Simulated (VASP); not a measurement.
Here is the system:

```xyz
2
Lattice="1.4965 -2.5920 0.0000 1.4965 2.5920 0.0000 0.0000 0.0000 5.6304" Properties=species:S:1:pos:R:3 pbc="T T T"
Cd     1.4965     0.8640     1.4076
Cd     1.4965    -0.8640     4.2228
```

All values below come from r2SCAN meta-GGA, VASP's PBE PAW potentials (set 64) (plane waves; VASP 6.6.1). Run with 520 eV cut-off, 16×16×7 Γ-centred mesh, tetrahedra with Blöchl corrections, potentials Cd.

Give the energies of bands 11 to 15 at the high-symmetry points, in eV from the Fermi level.

| band | Γ | M | K | A | L | H |
|---|---|---|---|---|---|---|
| 11 | -8.89 | -2.39 | 0.08 | -7.57 | -1.59 | 1.04 |
| 12 | -3.15 | -1.89 | 0.08 | -7.57 | -1.59 | 1.04 |
| 13 | -3.01 | 2.09 | 0.46 | 3.91 | 0.17 | 1.74 |
| 14 | 11.02 | 3.23 | 4.49 | 3.91 | 0.17 | 1.74 |
| 15 | 15.04 | 3.35 | 5.11 | 15.37 | 8.53 | 1.93 |

It has no gap at this level: it comes out as a metal or semimetal.

The compound is Cd in the hcp structure. It was relaxed first.
